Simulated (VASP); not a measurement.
**Al$_{3}$Sc (L1_2): computed properties**

Level of theory: r2SCAN meta-GGA, VASP's PBE PAW potentials (set 64) (plane waves; VASP).

```
Item                                                                   Value
----------------------------------  ----------------------------------------
space group                                                      Pm-3m (221)
cell                                a = b = c = 4.0846 Å, α = β = γ = 90.00°
volume per atom                                                17.04 Å³/atom
band gap (over mesh and band path)  none (metal, semimetal or under 0.01 eV)
density                                                           3.07 g/cm³
```

```cif
data_Al3Sc
_chemical_formula_sum 'Sc1 Al3'
_space_group_name_H-M_alt 'P 1'
_space_group_IT_number 1
_cell_length_a 4.08460
_cell_length_b 4.08460
_cell_length_c 4.08460
_cell_angle_alpha 90.000
_cell_angle_beta 90.000
_cell_angle_gamma 90.000
loop_
_space_group_symop_operation_xyz
  'x, y, z'
loop_
_atom_site_label
_atom_site_type_symbol
_atom_site_fract_x
_atom_site_fract_y
_atom_site_fract_z
_atom_site_occupancy
Sc1 Sc 0.00000 0.00000 0.00000 1
Al1 Al 0.00000 0.50000 0.50000 1
Al2 Al 0.50000 0.00000 0.50000 1
Al3 Al 0.50000 0.50000 0.00000 1
```

Measured: a 4.103 Å (computed value off by -0.4 %), as given by A Combined Experimental and First-Principles Based Assessment of Finite-Temperature Thermodynamic Properties of …. The calculation is for a static lattice, while the measured a holds thermal and zero-point effects, which are part of the difference.

The compound is Al3Sc in the L1_2 structure. It was relaxed first. Symmetry was kept, so distortions that lower it aren't found.
